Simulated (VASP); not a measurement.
Level of theory: PBE GGA, VASP's PBE PAW potentials (set 64) (plane waves; VASP).

VASP ran on this input.

**KPOINTS**
```
Automatic mesh
0
Gamma
7 7 7
0 0 0
```

**POSCAR**
```
InAs
1
    0.0000000000     3.0300000000     3.0300000000
    3.0300000000     0.0000000000     3.0300000000
    3.0300000000     3.0300000000     0.0000000000
In As
1 1
Direct
  0.0000000000   0.0000000000   0.0000000000
  0.2500000000   0.2500000000   0.2500000000
```

**INCAR**
```
ALGO = Normal
EDIFF = 1E-6
ENCUT = 520
GGA = PE
ISIF = 2
ISMEAR = 0
LASPH = T
LCHARG = F
LMAXMIX = 4
LREAL = F
LWAVE = F
NELM = 100
PREC = Accurate
SIGMA = 0.05
SYSTEM = InAs
```

POTCAR, in this order: In_d As (PBE.64 set). Program: vasp_std.

Output of the run:

File OUTCAR:
```
 ion  position               nearest neighbor table
   1  0.000  0.000  0.000-   2 2.62   2 2.62   2 2.62   2 2.62
   2  0.250  0.250  0.250-   1 2.62   1 2.62   1 2.62   1 2.62
  LATTYP: Found a face centered cubic cell.
 ALAT       =     6.0600000000
 Subroutine PRICEL returns:
 Original cell was already a primitive cell.
 Subroutine GETGRP returns: Found 24 space group operations
The static configuration has the point symmetry T_d .
The dynamic configuration has the point symmetry T_d .
 Subroutine INISYM returns: Found 24 space group operations
 Subroutine IBZKPT returns following result:
 Found     20 irreducible k-points:

 Following reciprocal coordinates:
            Coordinates               Weight
  0.000000  0.000000  0.000000      1.000000
  0.142857  0.000000  0.000000      8.000000
  0.285714  0.000000  0.000000      8.000000
  0.428571  0.000000  0.000000      8.000000
  0.142857  0.142857  0.000000      6.000000
  0.285714  0.142857  0.000000     24.000000
  0.428571  0.142857  0.000000     24.000000
 -0.428571  0.142857  0.000000     24.000000
 -0.285714  0.142857  0.000000     24.000000
...
```

**OSZICAR**
```
       N       E                     dE             d eps       ncg     rms          rms(c)
DAV:   1     0.116815005161E+03    0.11682E+03   -0.86376E+03   520   0.150E+03
DAV:   2     0.700534108929E+00   -0.11611E+03   -0.11264E+03   525   0.331E+02
DAV:   3    -0.772385009311E+01   -0.84244E+01   -0.83625E+01   695   0.928E+01
DAV:   4    -0.794088104986E+01   -0.21703E+00   -0.21691E+00   600   0.167E+01
DAV:   5    -0.794910012947E+01   -0.82191E-02   -0.82189E-02   764   0.285E+00    0.448E+00
DAV:   6    -0.769548874593E+01    0.25361E+00   -0.45796E-01   770   0.127E+01    0.254E+00
DAV:   7    -0.767161532561E+01    0.23873E-01   -0.14373E-01   751   0.369E+00    0.720E-01
DAV:   8    -0.767251519836E+01   -0.89987E-03   -0.13478E-02   623   0.169E+00    0.210E-01
DAV:   9    -0.767319833343E+01   -0.68314E-03   -0.13146E-03   610   0.439E-01    0.121E-01
DAV:  10    -0.767330671221E+01   -0.10838E-03   -0.17390E-04   738   0.185E-01    0.828E-02
DAV:  11    -0.767334699792E+01   -0.40286E-04   -0.13274E-04   560   0.129E-01    0.625E-02
DAV:  12    -0.767334930822E+01   -0.23103E-05   -0.94412E-06   560   0.262E-02    0.167E-02
DAV:  13    -0.767334952146E+01   -0.21324E-06   -0.19872E-06   609   0.952E-03
   1 F= -.76733495E+01 E0= -.76732371E+01  d E =-.224872E-03
```

OUTCAR:
```
------------------------ aborting loop because EDIFF is reached ----------------------------------------
  FORCE on cell =-STRESS in cart. coord.  units (eV):
  Direction    XX          YY          ZZ          XY          YZ          ZX
  --------------------------------------------------------------------------------------
  Total        1.2453400      1.2453400      1.2453400     -0.0000000     -0.0000000      0.0000000
  in kB       35.8625057     35.8625057     35.8625057     -0.0000000     -0.0000000      0.0000000
  external PRESSURE =      35.8625057 kB  Pullay stress =       0.0000000 kB
  volume of cell :       55.64
      direct lattice vectors                 reciprocal lattice vectors
     0.000000000  3.030000000  3.030000000    -0.165016502  0.165016502  0.165016502
     3.030000000  0.000000000  3.030000000     0.165016502 -0.165016502  0.165016502
     3.030000000  3.030000000  0.000000000     0.165016502  0.165016502 -0.165016502
  FREE ENERGIE OF THE ION-ELECTRON SYSTEM (eV)
  ---------------------------------------------------
  free  energy   TOTEN  =        -7.6733495215 eV

  energy  without entropy=       -7.6731246493  energy(sigma->0) =       -7.67323709
```
(Selected blocks of OUTCAR.)

The compound is InAs in the zinc blende structure. The cell was not relaxed at this level. The run is one of a series of settings (ENCUT = 520 against the base run), some of them coarse on purpose.
